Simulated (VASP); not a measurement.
# Bi2Pd (Froodite): structure and properties in VASP, part 4 of 6

Aim: relax Bi2Pd (Froodite), then compute properties on the relaxed cell. The start is a cell from a database of measured crystal structures.

VASP 6.6.1; PBEsol; plane waves and PAW (Bi_d, Pd).

So far. Step 5 (Bands along the symmetry lines (PBEsol)): There is no gap at this level. Step 6 (Density of states (PBEsol)): The finer mesh and the other smearing move the Fermi level by +0.01 eV from the 7×5×7 run, a small shift, which tests the Fermi level alone. Of the states within 0.3 eV of the Fermi level, the largest shares in the PAW spheres are Bi p 32 %, Pd d 20 % and Pd p 6 %. The rest lies in smaller channels or between the spheres.

### 7. Vibrations at Γ (PBEsol)

Zone-centre modes test whether the atoms sit at a minimum within this cell. IBRION = 8 takes the force constants from linear response, which needs tightly converged orbitals.

Input file INCAR:

```
SYSTEM = Bi2Pd
PREC = Accurate
ENCUT = 400
EDIFF = 1E-08
NELM = 100
ISMEAR = 1
SIGMA = 0.2
LREAL = .FALSE.
ALGO = Normal
GGA = PS
NBANDS = 49
LASPH = .TRUE.
LORBIT = 11
LWAVE = .FALSE.
LCHARG = .FALSE.
KPAR = 4
IBRION = 8
ISIF = 2
```

Input file POSCAR:

```
Bi2Pd
1.0
    0.0000000000      4.2414605300      0.0000000000
   -1.2717601345      0.0000000000      5.5091053067
    6.3725324535     -2.1207302650     -0.0428579061
Bi Pd
4 2
Direct
    0.1563973809      0.3126895134      0.3127947619
    0.8436026191      0.6873104866      0.6872052381
    0.5737602750      0.7921465577      0.1475205500
    0.4262397250      0.2078534423      0.8524794500
    0.2242658676      0.8304505870      0.4485317351
    0.7757341324      0.1695494130      0.5514682649
```

Input file KPOINTS:

```
Automatic mesh
0
Gamma
8 6 8
0 0 0
```

The projector-augmented-wave data sets are Bi_d and Pd (PBE family, release 64).

Launch:

```
> mpirun -np 4 vasp_std
```

The program printed:

```text
[... set-up lines as in an earlier step ...]
 entering main loop
       N       E                     dE             d eps       ncg     rms          rms(c)
DAV:   1     0.890505805172E+03    0.89051E+03   -0.34708E+04 11220   0.172E+03
DAV:   2     0.765401720252E+02   -0.81397E+03   -0.78914E+03 11212   0.516E+02
DAV:   3    -0.263025884572E+02   -0.10284E+03   -0.98442E+02 12810   0.196E+02
DAV:   4    -0.310365835711E+02   -0.47340E+01   -0.46892E+01 12640   0.439E+01
DAV:   5    -0.312703444115E+02   -0.23376E+00   -0.23368E+00 14967   0.902E+00    0.774E+00
DAV:   6    -0.308471578850E+02    0.42319E+00   -0.77124E-01 12583   0.520E+00    0.384E+00
DAV:   7    -0.307575973333E+02    0.89561E-01   -0.32444E-01 12416   0.384E+00    0.149E+00
DAV:   8    -0.307374435790E+02    0.20154E-01   -0.13077E-01 12744   0.230E+00    0.556E-01
DAV:   9    -0.307355458015E+02    0.18978E-02   -0.17461E-02 14486   0.862E-01    0.128E-01
DAV:  10    -0.307353771453E+02    0.16866E-03   -0.21036E-03 12363   0.414E-01    0.491E-02
DAV:  11    -0.307353822323E+02   -0.50870E-05   -0.25382E-04 14317   0.827E-02    0.958E-03
DAV:  12    -0.307353822544E+02   -0.22119E-07   -0.22560E-05 14788   0.451E-02    0.613E-03
DAV:  13    -0.307353813802E+02    0.87415E-06   -0.19246E-06 13972   0.103E-02    0.173E-03
DAV:  14    -0.307353808294E+02    0.55086E-06   -0.18579E-07 12780   0.539E-03    0.472E-04
DAV:  15    -0.307353806641E+02    0.16527E-06   -0.21420E-08  7860   0.978E-04    0.157E-04
DAV:  16    -0.307353806705E+02   -0.63555E-08   -0.42690E-09  5887   0.569E-04
   1 F= -.30735381E+02 E0= -.30736175E+02  d E =0.238205E-02
 Linear response reoptimize wavefunctions to high precision
DAV:   1    -0.307353806652E+02    0.52532E-08   -0.14438E-09  5833   0.400E-04
DAV:   2    -0.307353806653E+02   -0.96406E-10   -0.77869E-10  5770   0.222E-04
 Linear response DOF=           9
 Linear response progress:
  Degree of freedom:   1/  9
       N       E                     dE             d eps       ncg     rms          rms(c)
RMM:   1    -0.340236064211E+00   -0.34024E+00    0.33306E-01 14355   0.663E+00
RMM:   2    -0.347485861963E+00   -0.72498E-02   -0.22727E-02 19077   0.794E-01    0.694E-02
RMM:   3    -0.347601350776E+00   -0.11549E-03   -0.16949E-03 20668   0.211E-01    0.446E-02
RMM:   4    -0.347494724943E+00    0.10663E-03   -0.15418E-04 20281   0.699E-02    0.274E-02
RMM:   5    -0.347381879713E+00    0.11285E-03   -0.32455E-05 18161   0.298E-02    0.659E-03
RMM:   6    -0.347375361672E+00    0.65180E-05   -0.64665E-06 21066   0.148E-02    0.321E-03
RMM:   7    -0.347379789075E+00   -0.44274E-05   -0.19853E-06 18748   0.584E-03    0.133E-03
RMM:   8    -0.347388015784E+00   -0.82267E-05   -0.48752E-07 22161   0.287E-03    0.458E-04
RMM:   9    -0.347388686766E+00   -0.67098E-06   -0.25108E-07 21446   0.100E-03    0.240E-04
RMM:  10    -0.347390044539E+00   -0.13578E-05   -0.14058E-08 20088   0.486E-04    0.366E-05
RMM:  11    -0.347390126992E+00   -0.82454E-07   -0.44593E-08 22586   0.271E-04    0.182E-05
RMM:  12    -0.347390229853E+00   -0.10286E-06   -0.35468E-08 22065   0.157E-04    0.816E-06
RMM:  13    -0.347390297136E+00   -0.67283E-07   -0.16486E-08 22978   0.106E-04    0.478E-06
RMM:  14    -0.347390350612E+00   -0.53476E-07   -0.24500E-08 21102   0.845E-05    0.959E-07
RMM:  15    -0.347390354610E+00   -0.39977E-08   -0.78044E-09 22934   0.732E-05    0.483E-07
 first order change of Fermi-energy   0.91960E-01
 force on displaced ion       1 direction 1 :  -4.479   0.000   0.479
 Linear response progress:
  Degree of freedom:   2/  9
       N       E                     dE             d eps       ncg     rms          rms(c)
RMM:   1    -0.328138036842E+00   -0.32814E+00    0.30002E-01 24696   0.649E+00
RMM:   2    -0.335293799634E+00   -0.71558E-02   -0.21573E-02 32764   0.750E-01    0.496E-02
RMM:   3    -0.335375612164E+00   -0.81813E-04   -0.16051E-03 36235   0.200E-01    0.280E-02
RMM:   4    -0.335161606870E+00    0.21401E-03   -0.11881E-04 36880   0.573E-02    0.605E-03
RMM:   5    -0.335166576103E+00   -0.49692E-05   -0.18968E-05 37120   0.194E-02    0.288E-03
RMM:   6    -0.335173830136E+00   -0.72540E-05   -0.36330E-06 37364   0.769E-03    0.822E-04
RMM:   7    -0.335176304815E+00   -0.24747E-05   -0.41546E-07 36999   0.302E-03    0.552E-04
RMM:   8    -0.335177509163E+00   -0.12043E-05   -0.55079E-07 37347   0.132E-03    0.235E-04
RMM:   9    -0.335176882637E+00    0.62653E-06   -0.25854E-07 36457   0.613E-04    0.621E-05
RMM:  10    -0.335176588520E+00    0.29412E-06   -0.16412E-07 38400   0.339E-04    0.339E-05
RMM:  11    -0.335176342000E+00    0.24652E-06    0.15785E-08 37923   0.209E-04    0.129E-05
RMM:  12    -0.335176278795E+00    0.63204E-07   -0.26011E-08 38937   0.133E-04    0.487E-06
RMM:  13    -0.335176273049E+00    0.57466E-08   -0.26006E-08 39136   0.976E-05    0.154E-06
 first order change of Fermi-energy   0.46130E-05
 force on displaced ion       1 direction 2 :   0.003  -3.938  -0.001
 Linear response progress:
  Degree of freedom:   3/  9
       N       E                     dE             d eps       ncg     rms          rms(c)
RMM:   1    -0.339172882377E+00   -0.33917E+00    0.29398E-01 14469   0.647E+00
RMM:   2    -0.345466033247E+00   -0.62932E-02   -0.21385E-02 19193   0.746E-01    0.570E-02
RMM:   3    -0.345495951426E+00   -0.29918E-04   -0.14451E-03 20873   0.195E-01    0.343E-02
RMM:   4    -0.345331481947E+00    0.16447E-03   -0.12680E-04 20636   0.614E-02    0.185E-02
RMM:   5    -0.345254186525E+00    0.77295E-04   -0.30609E-05 20231   0.266E-02    0.442E-03
RMM:   6    -0.345258955607E+00   -0.47691E-05   -0.43734E-06 21318   0.977E-03    0.235E-03
RMM:   7    -0.345263359546E+00   -0.44039E-05   -0.78240E-07 20333   0.431E-03    0.112E-03
RMM:   8    -0.345264790166E+00   -0.14306E-05   -0.32968E-07 21308   0.213E-03    0.275E-04
RMM:   9    -0.345264417634E+00    0.37253E-06    0.14670E-07 20730   0.868E-04    0.146E-04
RMM:  10    -0.345264866738E+00   -0.44910E-06    0.92420E-08 22567   0.448E-04    0.358E-05
RMM:  11    -0.345264752287E+00    0.11445E-06   -0.13298E-08 21406   0.250E-04    0.108E-05
RMM:  12    -0.345264776106E+00   -0.23820E-07   -0.87016E-10 21924   0.156E-04    0.475E-06
RMM:  13    -0.345264789605E+00   -0.13498E-07    0.79846E-09 22832   0.110E-04    0.259E-06
RMM:  14    -0.345264794672E+00   -0.50679E-08    0.21526E-08 21328   0.871E-05    0.853E-07
 first order change of Fermi-energy  -0.40299E-01
 force on displaced ion       1 direction 3 :   0.480  -0.000  -4.411
 Linear response progress:
  Degree of freedom:   4/  9
       N       E                     dE             d eps       ncg     rms          rms(c)
[...]
RMM:  15    -0.348272186504E+00    0.27066E-08    0.56641E-09 22541   0.756E-05    0.511E-07
 first order change of Fermi-energy   0.26506E+00
 force on displaced ion       3 direction 1 :  -4.903   0.000  -0.714
 Linear response progress:
  Degree of freedom:   5/  9
       N       E                     dE             d eps       ncg     rms          rms(c)
RMM:   1    -0.327919118606E+00   -0.32792E+00    0.34799E-01 24722   0.655E+00
RMM:   2    -0.335203725123E+00   -0.72846E-02   -0.21541E-02 32816   0.733E-01    0.482E-02
RMM:   3    -0.335285331378E+00   -0.81606E-04   -0.15489E-03 36260   0.195E-01    0.270E-02
RMM:   4    -0.335083460640E+00    0.20187E-03   -0.10522E-04 36558   0.564E-02    0.556E-03
RMM:   5    -0.335093799542E+00   -0.10339E-04   -0.17598E-05 36610   0.193E-02    0.278E-03
RMM:   6    -0.335104749816E+00   -0.10950E-04   -0.34107E-06 37590   0.815E-03    0.790E-04
RMM:   7    -0.335106735725E+00   -0.19859E-05   -0.82836E-07 36933   0.289E-03    0.496E-04
RMM:   8    -0.335106492824E+00    0.24290E-06   -0.38008E-07 36914   0.118E-03    0.231E-04
RMM:   9    -0.335105364894E+00    0.11279E-05   -0.19031E-07 36637   0.562E-04    0.635E-05
RMM:  10    -0.335105088735E+00    0.27616E-06   -0.14809E-07 38038   0.307E-04    0.377E-05
RMM:  11    -0.335104917911E+00    0.17082E-06   -0.11064E-07 37643   0.194E-04    0.143E-05
RMM:  12    -0.335104853145E+00    0.64766E-07   -0.64933E-08 38475   0.130E-04    0.490E-06
RMM:  13    -0.335104866492E+00   -0.13347E-07   -0.13347E-08 39346   0.963E-05    0.202E-06
RMM:  14    -0.335104862255E+00    0.42363E-08   -0.26462E-08 38040   0.803E-05    0.511E-07
 first order change of Fermi-energy   0.10592E-04
 force on displaced ion       3 direction 2 :  -0.007  -3.879  -0.018
 Linear response progress:
  Degree of freedom:   6/  9
       N       E                     dE             d eps       ncg     rms          rms(c)
RMM:   1    -0.337886278634E+00   -0.33789E+00    0.30929E-01 14348   0.655E+00
RMM:   2    -0.345288606674E+00   -0.74023E-02   -0.22819E-02 19117   0.767E-01    0.414E-02
RMM:   3    -0.345468373982E+00   -0.17977E-03   -0.16380E-03 20794   0.205E-01    0.280E-02
RMM:   4    -0.345408627158E+00    0.59747E-04   -0.11885E-04 20582   0.633E-02    0.171E-02
RMM:   5    -0.345330004288E+00    0.78623E-04   -0.22859E-05 20055   0.245E-02    0.428E-03
RMM:   6    -0.345321481518E+00    0.85228E-05   -0.36308E-06 21239   0.987E-03    0.215E-03
RMM:   7    -0.345321762201E+00   -0.28068E-06   -0.15357E-07 19016   0.370E-03    0.106E-03
RMM:   8    -0.345323504545E+00   -0.17423E-05   -0.16749E-07 21775   0.185E-03    0.231E-04
RMM:   9    -0.345322834184E+00    0.67036E-06   -0.51983E-08 21408   0.757E-04    0.132E-04
RMM:  10    -0.345323233597E+00   -0.39941E-06   -0.52678E-08 22064   0.364E-04    0.283E-05
RMM:  11    -0.345323281315E+00   -0.47718E-07   -0.53844E-09 21795   0.207E-04    0.104E-05
RMM:  12    -0.345323371182E+00   -0.89867E-07   -0.21405E-08 21689   0.124E-04    0.389E-06
RMM:  13    -0.345323413976E+00   -0.42794E-07   -0.67679E-09 22161   0.882E-05    0.134E-06
RMM:  14    -0.345323419836E+00   -0.58602E-08   -0.55464E-09 23114   0.726E-05    0.702E-07
 first order change of Fermi-energy  -0.12447E-01
 force on displaced ion       3 direction 3 :  -0.723   0.000  -3.715
 Linear response progress:
  Degree of freedom:   7/  9
       N       E                     dE             d eps       ncg     rms          rms(c)
RMM:   1    -0.267437556244E+00   -0.26744E+00   -0.25668E-01 22807   0.177E+00
RMM:   2    -0.265759046333E+00    0.16785E-02   -0.13510E-02 18733   0.488E-01    0.924E-02
RMM:   3    -0.265887869186E+00   -0.12882E-03   -0.31935E-04 17487   0.116E-01    0.530E-02
RMM:   4    -0.266123572719E+00   -0.23570E-03   -0.14027E-04 20568   0.534E-02    0.216E-02
RMM:   5    -0.266203961164E+00   -0.80388E-04   -0.43335E-05 20027   0.256E-02    0.105E-02
RMM:   6    -0.266210588478E+00   -0.66273E-05   -0.64440E-06 17940   0.100E-02    0.471E-03
RMM:   7    -0.266181923840E+00    0.28665E-04   -0.13838E-06 18184   0.465E-03    0.210E-03
RMM:   8    -0.266167918349E+00    0.14005E-04   -0.47230E-07 19704   0.242E-03    0.541E-04
RMM:   9    -0.266164286744E+00    0.36316E-05   -0.12580E-07 19601   0.845E-04    0.247E-04
RMM:  10    -0.266159462863E+00    0.48239E-05   -0.11148E-07 21471   0.411E-04    0.763E-05
RMM:  11    -0.266158633763E+00    0.82910E-06    0.54261E-08 21664   0.174E-04    0.258E-05
RMM:  12    -0.266158286674E+00    0.34709E-06   -0.56164E-08 20829   0.885E-05    0.930E-06
RMM:  13    -0.266158448155E+00   -0.16148E-06    0.91574E-11 22286   0.529E-05    0.320E-06
RMM:  14    -0.266158422219E+00    0.25936E-07   -0.23952E-08 21030   0.424E-05    0.561E-07
RMM:  15    -0.266158426781E+00   -0.45622E-08   -0.87712E-09 21939   0.382E-05    0.297E-07
 first order change of Fermi-energy   0.73812E-03
 force on displaced ion       5 direction 1 :  -4.962  -0.000  -0.189
 Linear response progress:
  Degree of freedom:   8/  9
       N       E                     dE             d eps       ncg     rms          rms(c)
RMM:   1    -0.261407555485E+00   -0.26141E+00   -0.25446E-01 32792   0.173E+00
RMM:   2    -0.259511610794E+00    0.18959E-02   -0.11769E-02 31984   0.411E-01    0.946E-02
RMM:   3    -0.259807863787E+00   -0.29625E-03   -0.28887E-04 33871   0.749E-02    0.551E-02
RMM:   4    -0.260232648324E+00   -0.42478E-03   -0.14877E-04 35876   0.469E-02    0.715E-03
RMM:   5    -0.260213656876E+00    0.18991E-04   -0.66495E-06 35281   0.124E-02    0.492E-03
RMM:   6    -0.260178082529E+00    0.35574E-04   -0.14349E-06 35744   0.518E-03    0.141E-03
RMM:   7    -0.260169087139E+00    0.89954E-05   -0.42814E-07 37074   0.234E-03    0.587E-04
RMM:   8    -0.260164406999E+00    0.46801E-05   -0.63212E-08 35494   0.641E-04    0.266E-04
RMM:   9    -0.260163213562E+00    0.11934E-05   -0.11847E-07 37550   0.396E-04    0.118E-04
RMM:  10    -0.260162588785E+00    0.62478E-06    0.95284E-08 36609   0.164E-04    0.579E-05
RMM:  11    -0.260161890171E+00    0.69861E-06    0.61768E-08 36978   0.111E-04    0.190E-05
RMM:  12    -0.260162038557E+00   -0.14839E-06   -0.20443E-08 37098   0.629E-05    0.671E-06
RMM:  13    -0.260162082761E+00   -0.44204E-07   -0.23128E-08 38905   0.450E-05    0.150E-06
RMM:  14    -0.260162083416E+00   -0.65547E-09   -0.63809E-09 31856   0.381E-05    0.632E-07
 first order change of Fermi-energy   0.66079E-04
 force on displaced ion       5 direction 2 :  -0.004  -8.077  -0.006
 Linear response progress:
  Degree of freedom:   9/  9
       N       E                     dE             d eps       ncg     rms          rms(c)
RMM:   1    -0.265900670122E+00   -0.26590E+00   -0.25583E-01 19351   0.172E+00
RMM:   2    -0.264301524149E+00    0.15991E-02   -0.12041E-02 18556   0.398E-01    0.105E-01
RMM:   3    -0.264526986754E+00   -0.22546E-03   -0.32582E-04 18570   0.802E-02    0.603E-02
RMM:   4    -0.264762702566E+00   -0.23572E-03   -0.14637E-04 18378   0.495E-02    0.352E-02
RMM:   5    -0.264927501365E+00   -0.16480E-03   -0.74900E-05 19737   0.322E-02    0.753E-03
RMM:   6    -0.264907302967E+00    0.20198E-04   -0.36643E-06 20194   0.917E-03    0.541E-03
RMM:   7    -0.264890082083E+00    0.17221E-04   -0.10438E-06 18971   0.431E-03    0.332E-03
RMM:   8    -0.264866486945E+00    0.23595E-04   -0.52478E-07 18851   0.307E-03    0.491E-04
RMM:   9    -0.264864546543E+00    0.19404E-05   -0.50351E-08 20763   0.110E-03    0.249E-04
RMM:  10    -0.264861812401E+00    0.27341E-05    0.10544E-07 20371   0.392E-04    0.988E-05
RMM:  11    -0.264860368937E+00    0.14435E-05   -0.35890E-08 21426   0.185E-04    0.259E-05
RMM:  12    -0.264860400856E+00   -0.31919E-07   -0.55654E-08 22162   0.864E-05    0.979E-06
RMM:  13    -0.264860458372E+00   -0.57517E-07    0.49595E-09 22040   0.493E-05    0.307E-06
RMM:  14    -0.264860472537E+00   -0.14164E-07   -0.99986E-10 20989   0.396E-05    0.918E-07
RMM:  15    -0.264860471322E+00    0.12145E-08   -0.78151E-09 21360   0.356E-05    0.261E-07
 first order change of Fermi-energy   0.51257E-01
 force on displaced ion       5 direction 3 :  -0.182  -0.000  -5.619
 Linear response finished
```

The job ended after 22 min (4 MPI ranks of Intel Xeon 6975P-C (Granite Rapids), shared host; peak memory 6.5 GiB; 86 min of CPU time).

(Continued in part 5 of 6.)

[Lines on the potential files, build, host, timing and source positions are cut from VASP's logs without a mark.]

[Logs are printed without paths, hosts, clocks, repeated set-up lines and the standing remarks that a program may print on its own settings, such as how far it seeks lower states.]

[Hosts, paths, dates, database ids (printed as entryN), source tags and the programs' standing remarks are cut or masked in the printed files.]

[A measured line is paired with the nearest computed mode of its activity, which favours agreement.]
